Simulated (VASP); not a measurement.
Given:

```
CELL_PARAMETERS angstrom
     -2.82500     2.82500     2.82500
      2.82500    -2.82500     2.82500
      2.82500     2.82500    -2.82500
ATOMIC_POSITIONS crystal
  Rb 0.00000 0.00000 0.00000
```

All values below come from r2SCAN meta-GGA, VASP's PBE PAW potentials (set 64) (plane waves; VASP 6.6.1). Numerical set-up: 480 eV cut-off, 8×8×8 Γ-centred mesh, first-order Methfessel-Paxton smearing of 0.10 eV, potentials Rb_sv.

Energy and stress use the plane-wave basis of the starting cell.

Question: The ions, cell shape and volume are relaxed. What does this cell relax into?

Answer: 
```
CELL_PARAMETERS angstrom
     -2.87658     2.87658     2.87658
      2.87658    -2.87658     2.87658
      2.87658     2.87658    -2.87658
ATOMIC_POSITIONS crystal
  Rb 0.00000 0.00000 0.00000
```
Space group Im-3m (229), at a tolerance of 0.03 Å.

Question: How do energy and volume change from the first to the last step?

Answer: The energy (σ→0) changes by -2.4 meV/atom and the volume by +5.6 %, in 5 ionic steps.

The compound is Rb in the bcc structure. This run relaxes it. Symmetry was kept, so distortions that lower it aren't found.
